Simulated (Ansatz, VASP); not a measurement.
# Cross-check of InAs between VASP and Ansatz

Aim: how closely do two programs agree when they are given the same cell, functional and k mesh? The cell is taken from a series of runs on this material, whose earlier steps may have relaxed, scaled, displaced or heated it; both programs get it as it stands.

Method: plane waves, with VASP 6.6.1 beside it; G0W0 gap at r2SCAN, DFT+U, in Ansatz 0.2.0.

### Step 1. Set-up

Symmetry: F-43m, No. 216, cubic system. Conventional cell: a = 6.036 Å, b = 6.036 Å, c = 6.036 Å, α = 90.00°, β = 90.00°, γ = 90.00°. Nearest to In lie 4 As at 2.61 Å. As has 4 In at 2.61 Å nearest. Farther neighbours are not listed.

As a file:

```
In As
1.0
     0.00000    3.01800    3.01800
     3.01800    0.00000    3.01800
     3.01800    3.01800    0.00000
In As
1 1
Direct
  0.00000 0.00000 0.00000
  0.25000 0.25000 0.25000
```

### Step 2. VASP: G0W0 gap, r2SCAN, DFT+U

Quasiparticle shifts depend on high empty states and on the cores, so they are the hardest test of two PAW sets.

Lines of VASP's logs that name or quote its potential files are left out, and so is its time.

The run reads the wave functions of an earlier VASP run, which isn't shown here.

Input file INCAR:

```
SYSTEM = InAs
PREC = Accurate
ENCUT = 300
ISMEAR = 0
SIGMA = 0.01
LREAL = .FALSE.
METAGGA = R2SCAN
LASPH = .TRUE.
NBANDS = 240
ALGO = EVGW0
NELMGW = 1
ENCUTGW = 150
NOMEGA = 64
PRECFOCK = Fast
NBANDSGW = 24
LWAVE = .FALSE.
LCHARG = .FALSE.
```

Input file POSCAR:

```
InAs
1.0
    0.0000000000      3.0180000000      3.0180000000
    3.0180000000      0.0000000000      3.0180000000
    3.0180000000      3.0180000000      0.0000000000
In As
1 1
Direct
    0.0000000000      0.0000000000      0.0000000000
    0.2500000000      0.2500000000      0.2500000000
```

Input file KPOINTS:

```
Automatic mesh
0
Gamma
6 6 6
0 0 0
```

PAW data sets: In_d_GW and As_GW (PBE family, release 64).

Started as:

```sh
$ mpirun -np 8 vasp_std
```

Numbers of over 12 decimals in the logs are rounded to 6 here.

Output:

```text
[banner, memory and clock lines left out]
running    8 mpi-ranks, on    1 nodes
 distrk:  each k-point on    8 cores,    1 groups
 distr:  one band on    1 cores,    8 groups

 POSCAR found type information on POSCAR InAs
 POSCAR found :  2 types and       2 ions
|                                                                             |
|           W    W    AA    RRRRR   N    N  II  N    N   GGGG   !!!           |
|           W    W   A  A   R    R  NN   N  II  NN   N  G    G  !!!           |
|           W    W  A    A  R    R  N N  N  II  N N  N  G       !!!           |
|           W WW W  AAAAAA  RRRRR   N  N N  II  N  N N  G  GGG   !            |
|           WW  WW  A    A  R   R   N   NN  II  N   NN  G    G                |
|           W    W  A    A  R    R  N    N  II  N    N   GGGG   !!!           |
|                                                                             |
|     For optimal performance we recommend to set                             |
|       NCORE = 2 up to number-of-cores-per-socket                            |
|     NCORE specifies how many cores store one orbital (NPAR=cpu/NCORE).      |
|     This setting can greatly improve the performance of VASP for DFT.       |
|     The default, NCORE=1 might be grossly inefficient on modern             |
|     multi-core architectures or massively parallel machines. Do your        |
|     Unfortunately you need to use the default for GW and RPA                |
|     calculations (for HF NCORE is supported but not extensively tested      |
|     yet).                                                                   |
|                                                                             |

|                                                                             |
|               ----> ADVICE to this user running VASP <----                  |
|                                                                             |
|     You enforced a specific xc type in the INCAR file but a different       |
|     [... a line on the potential file left out ...]
|     I HOPE YOU KNOW WHAT YOU ARE DOING!                                     |
|                                                                             |

|                                                                             |
|           W    W    AA    RRRRR   N    N  II  N    N   GGGG   !!!           |
|           W    W   A  A   R    R  NN   N  II  NN   N  G    G  !!!           |
|           W    W  A    A  R    R  N N  N  II  N N  N  G       !!!           |
|           W WW W  AAAAAA  RRRRR   N  N N  II  N  N N  G  GGG   !            |
|           WW  WW  A    A  R   R   N   NN  II  N   NN  G    G                |
|           W    W  A    A  R    R  N    N  II  N    N   GGGG   !!!           |
|                                                                             |
|     The default for ENCUTGWSOFT is different in this version of VASP.       |
|     please manually set ENCUTGWSOFT =150 in the INCAR file.                 |
|                                                                             |

 LDA part: xc-table for (None), standard interpolation
 found WAVECAR, reading the header
 POSCAR, INCAR and KPOINTS ok, starting setup
 FFT: planning ... GRIDC
 FFT: planning ... GRID_SOFT
 FFT: planning ... GRID
 reading WAVECAR
 the WAVECAR file was read successfully
 initial charge from wavefunction
 available memory per node:     33.91 GB, setting MAXMEM to     34726

 The Fermi energy was updated, please check that it is located mid-gap
 values below the HOMO (VB) or above the LUMO (CB) will cause erroneous energies
 E-fermi :   3.1221

 calculate exact exchange contribution
 the WAVEDER file was read successfully
energies w=
    0.000    0.000    0.436    0.000    0.872    0.000    1.305    0.000
    1.736    0.000    2.163    0.000    2.586    0.000    3.003    0.000
    3.415    0.000    3.822    0.000    4.224    0.000    4.619    0.000
    5.009    0.000    5.394    0.000    5.774    0.000    6.150    0.000
    6.522    0.000    6.890    0.000    7.256    0.000    7.619    0.000
    7.982    0.000    8.344    0.000    8.706    0.000    9.069    0.000
    9.434    0.000    9.802    0.000   10.175    0.000   10.552    0.000
   10.936    0.000   11.327    0.000   11.727    0.000   12.138    0.000
   12.561    0.000   12.997    0.000   13.450    0.000   13.921    0.000
   14.413    0.000   14.928    0.000   15.471    0.000   16.044    0.000
   16.653    0.000   17.303    0.000   17.999    0.000   18.749    0.000
   19.563    0.000   20.448    0.000   21.420    0.000   22.492    0.000
   23.685    0.000   25.021    0.000   26.531    0.000   28.254    0.000
   30.242    0.000   32.561    0.000   35.306    0.000   38.605    0.000
   42.648    0.000   47.715    0.000   54.248    0.000   62.981    0.000
   75.237    0.000   93.649    0.000  124.342    0.000  185.570    0.000
 responsefunction array rank=     264
 LDA part: xc-table for (None), standard interpolation

 min. memory requirement per mpi rank    349.1 MB, per node   2792.7 MB

 allocating   8 responsefunctions rank=   264
 shmem allocating  64 responsefunctions rank=   264
 response function shared by NCSHMEM nodes    1
 Doing            8  frequencies on each core in blocks of           64
NQ=   1    0.0000    0.0000    0.0000,
|.........|.........|.........|.........|.........|.........|.........|.........
 performed       1082000 updates of chi_q(r,r)
 total number of BLAS operations        580.89 Gflops
NQ=   2    0.1667    0.0000    0.0000,
|.........|.........|.........|.........|.........|.........|.........|.........
 performed       2947000 updates of chi_q(r,r)
 total number of BLAS operations       1384.30 Gflops
NQ=   3    0.3333    0.0000    0.0000,
|.........|.........|.........|.........|.........|.........|.........|.........
 performed       4812000 updates of chi_q(r,r)
 total number of BLAS operations       2187.70 Gflops
NQ=   4    0.5000    0.0000    0.0000,
|.........|.........|.........|.........|.........|.........|.........|.........
 performed       6401000 updates of chi_q(r,r)
 total number of BLAS operations       2848.65 Gflops
NQ=   5    0.1667    0.1667    0.0000,
|.........|.........|.........|.........|.........|.........|.........|.........
 performed       8266000 updates of chi_q(r,r)
 total number of BLAS operations       3665.97 Gflops
NQ=   6    0.3333    0.1667    0.0000,
|.........|.........|.........|.........|.........|.........|.........|.........
 performed      11122000 updates of chi_q(r,r)
 total number of BLAS operations       4864.36 Gflops
NQ=   7    0.5000    0.1667    0.0000,
|.........|.........|.........|.........|.........|.........|.........|.........
 performed      13978000 updates of chi_q(r,r)
 total number of BLAS operations       6104.99 Gflops
NQ=   8   -0.3333    0.1667    0.0000,
|.........|.........|.........|.........|.........|.........|.........|.........
 performed      16834000 updates of chi_q(r,r)
 total number of BLAS operations       7313.87 Gflops
NQ=   9   -0.1667    0.1667    0.0000,
|.........|.........|.........|.........|.........|.........|.........|.........
 performed      19321000 updates of chi_q(r,r)
 total number of BLAS operations       8348.51 Gflops
NQ=  10    0.3333    0.3333    0.0000,
|.........|.........|.........|.........|.........|.........|.........|.........
 performed      21186000 updates of chi_q(r,r)
 total number of BLAS operations       9057.88 Gflops
NQ=  11    0.5000    0.3333    0.0000,
|.........|.........|.........|.........|.........|.........|.........|.........
 performed      24042000 updates of chi_q(r,r)
 total number of BLAS operations      10266.76 Gflops
NQ=  12   -0.3333    0.3333    0.0000,
|.........|.........|.........|.........|.........|.........|.........|.........
 performed      26529000 updates of chi_q(r,r)
 total number of BLAS operations      11319.63 Gflops
NQ=  13    0.5000    0.5000    0.0000,
|.........|.........|.........|.........|.........|.........|.........|.........
 performed      27957000 updates of chi_q(r,r)
 total number of BLAS operations      11882.67 Gflops
NQ=  14    0.5000    0.3333    0.1667,
|.........|.........|.........|.........|.........|.........|.........|.........
 performed      31159000 updates of chi_q(r,r)
 total number of BLAS operations      13226.06 Gflops
NQ=  15   -0.3333    0.3333    0.1667,
|.........|.........|.........|.........|.........|.........|.........|.........
 performed      34176000 updates of chi_q(r,r)
 total number of BLAS operations      14548.00 Gflops
NQ=  16   -0.3333    0.5000    0.1667,
|.........|.........|.........|.........|.........|.........|.........|.........
 performed      36675000 updates of chi_q(r,r)
 total number of BLAS operations      15605.75 Gflops
 resolving degeneracies of screened two electron integrals

 calculate QP shifts <psi_nk| G(iteration)W_0 |psi_nk>: iteration 1
 entering main loop
```

From OUTCAR (step 2):

```text
ion  position               nearest neighbor table
   1  0.000  0.000  0.000-   2 2.61   2 2.61   2 2.61   2 2.61
   2  0.250  0.250  0.250-   1 2.61   1 2.61   1 2.61   1 2.61

  LATTYP: Found a face centered cubic cell.
 ALAT       =     6.0360000000

 Subroutine GETGRP returns: Found 24 space group operations
 (whereof 24 operations were pure point group operations)

The static configuration has the point symmetry T_d .

 Found     16 irreducible k-points:

   k-points           NKPTS =     16   k-points in BZ     NKDIM =    216   number of bands    NBANDS=    240

   dimension x,y,z NGX =    24 NGY =   24 NGZ =   24
   dimension x,y,z NGXF=    48 NGYF=   48 NGZF=   48

   ENCUT  =  300.0 eV  22.05 Ry    4.70 a.u.   6.03  6.03  6.03*2*pi/ulx,y,z

   NELECT =      18.0000    total number of electrons

  energy-cutoff  :      300.00
  volume of cell :       54.98
      direct lattice vectors                 reciprocal lattice vectors
     0.000000000  3.018000000  3.018000000    -0.165672631  0.165672631  0.165672631
     3.018000000  0.000000000  3.018000000     0.165672631 -0.165672631  0.165672631
     3.018000000  3.018000000  0.000000000     0.165672631  0.165672631 -0.165672631

 k-points in reciprocal lattice and weights: Automatic mesh
   0.00000000  0.00000000  0.00000000       0.005
   0.16666667  0.00000000  0.00000000       0.037
   0.33333333  0.00000000  0.00000000       0.037
   0.50000000  0.00000000  0.00000000       0.019
   0.16666667  0.16666667  0.00000000       0.028
   0.33333333  0.16666667  0.00000000       0.111
   0.50000000  0.16666667  0.00000000       0.111
  -0.33333333  0.16666667  0.00000000       0.111
  -0.16666667  0.16666667  0.00000000       0.056
[...]
-0.33333333  0.33333333  0.16666667       0.111
  -0.33333333  0.50000000  0.16666667       0.056

 E-fermi :   3.1221

 QP shifts <psi_nk| G(iteration)W_0 |psi_nk>: iteration 1
 for sc-GW calculations column KS-energies equals QP-energies in previous step
 and V_xc(KS)=  KS-energies - (<T + V_ion + V_H > + <T+V_H+V_ion>^1  + <V_x>^1)
 k-point   1 :       0.0000    0.0000    0.0000
  band No.  KS-energies  QP-energies   sigma(KS)   V_xc(KS)     V^pw_x(r,r')   Z            occupation Imag(sigma)
    ...
      6      -8.9690      -8.9605     -11.8313     -11.8448     -17.7953       0.6323       2.0000       0.9409
      7       2.6280       3.2879     -12.2266     -13.0934     -13.2618       0.7613       2.0000       0.0703
      8       2.6280       3.2879     -12.2266     -13.0934     -13.2618       0.7613       2.0000       0.0703
      9       2.6280       3.2879     -12.2266     -13.0934     -13.2618       0.7613       2.0000       0.0703
     10       3.6161       3.6781     -10.4282     -10.5072      -6.9682       0.7844       0.0000      -0.0183
     11       7.5939       7.5459      -9.5884      -9.5253      -5.1734       0.7616       0.0000      -0.0576
     12       7.5939       7.5459      -9.5884      -9.5253      -5.1734       0.7616       0.0000      -0.0576
     13       7.5939       7.5459      -9.5884      -9.5253      -5.1734       0.7616       0.0000      -0.0576
    ...

 k-point   2 :       0.1667    0.0000    0.0000
  band No.  KS-energies  QP-energies   sigma(KS)   V_xc(KS)     V^pw_x(r,r')   Z            occupation Imag(sigma)
    ...
      6      -8.7149      -8.6893     -11.9111     -11.9511     -17.7750       0.6410       2.0000       0.9306
      7       0.5594       0.6344     -11.7236     -11.8249     -13.0898       0.7402       2.0000       0.1003
      8       2.4322       2.9182     -12.1493     -12.7896     -13.2382       0.7590       2.0000       0.0713
      9       2.4322       2.9182     -12.1493     -12.7896     -13.2382       0.7590       2.0000       0.0713
     10       4.8979       5.0648     -10.3726     -10.5874      -6.7698       0.7769       0.0000      -0.0269
     11       7.7556       8.1223      -9.5507     -10.0331      -5.2092       0.7603       0.0000      -0.0676
     12       7.9390       8.0628      -9.6230      -9.7866      -5.1045       0.7567       0.0000      -0.0657
     13       7.9390       8.0628      -9.6230      -9.7866      -5.1045       0.7567       0.0000      -0.0657
    ...

 k-point   3 :       0.3333    0.0000    0.0000
  band No.  KS-energies  QP-energies   sigma(KS)   V_xc(KS)     V^pw_x(r,r')   Z            occupation Imag(sigma)
    ...
      6      -8.0824      -7.9862     -12.1469     -12.2917     -17.7710       0.6642       2.0000       0.8832
      7      -1.5892      -1.8666     -11.4133     -11.0220     -13.8507       0.7091       2.0000       0.2041
      8       2.1105       2.3462     -12.0659     -12.3780     -13.2698       0.7554       2.0000       0.0737
      9       2.1105       2.3462     -12.0659     -12.3780     -13.2698       0.7554       2.0000       0.0737
     10       4.7160       4.9059      -9.7996     -10.0424      -6.0784       0.7818       0.0000      -0.0271
     11       8.0138       8.5586      -9.2173      -9.9361      -4.7254       0.7579       0.0000      -0.0712
     12       8.0138       8.5586      -9.2173      -9.9361      -4.7254       0.7579       0.0000      -0.0712
     13       9.5833      10.0724      -9.2596      -9.9190      -4.3634       0.7417       0.0000      -0.1622
    ...

 k-point   4 :       0.5000    0.0000    0.0000
  band No.  KS-energies  QP-energies   sigma(KS)   V_xc(KS)     V^pw_x(r,r')   Z            occupation Imag(sigma)
    ...
      6      -7.6583      -7.4768     -12.3573     -12.6270     -17.8328       0.6728       2.0000       0.8375
      7      -2.5530      -2.9892     -11.1511     -10.5297     -14.0402       0.7019       2.0000       0.2957
      8       1.9959       2.0559     -12.0437     -12.1234     -13.2918       0.7534       2.0000       0.0741
      9       1.9959       2.0559     -12.0437     -12.1234     -13.2918       0.7534       2.0000       0.0741
     10       4.4910       4.7806      -9.7279     -10.0978      -6.0565       0.7827       0.0000      -0.0255
     11       7.8642       8.4740      -9.0123      -9.8138      -4.5929       0.7608       0.0000      -0.0699
     12       7.8642       8.4740      -9.0123      -9.8138      -4.5929       0.7608       0.0000      -0.0699
     13      10.1192      10.6182      -7.8773      -8.5474      -2.9199       0.7448       0.0000      -0.1944
    ...

[... 4 further parts left out ...]
```

(Part 1 of 2 ends here.)

[Lines on the potential files, build, host, timing and source positions are cut from VASP's logs without a mark.]

[Logs are printed without paths, hosts, clocks, repeated set-up lines and the standing remarks that a program may print on its own settings, such as how far it seeks lower states.]

[Hosts, paths, dates, database ids (printed as entryN), source tags and the programs' standing remarks are cut or masked in the printed files.]
